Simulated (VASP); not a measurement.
Consider the following.

```
BeTe
1.0
    3.99136     0.00000     0.00000
   -1.99568     3.45662     0.00000
    0.00000     0.00000     6.58481
Be Te
2 2
Direct
  0.66667   0.33333   0.50059
  0.33333   0.66667   0.00059
  0.66667   0.33333   0.87441
  0.33333   0.66667   0.37441
```

Computed with r2SCAN meta-GGA with spin-orbit coupling, VASP's PBE PAW potentials (set 64) (plane waves; VASP). Run with 400 eV cut-off, 6×6×3 Γ-centred mesh, Gaussian smearing of 0.050 eV, potentials Be Te.

Q: What does the run give for the energy per atom (σ→0), band gap (over mesh and band path) with the smallest direct gap where there is one?

A: 
```
Quantity                                                 Value
---------------------------------------------  ---------------
band gap (over mesh and band path)                     2.27 eV
smallest direct gap (over mesh and band path)          2.89 eV
energy per atom (σ→0)                          -15.374 eV/atom
```

The structure comes from a computed database's BeTe entry (P6_3mc); how it stands against other phases isn't given here. It was relaxed first.
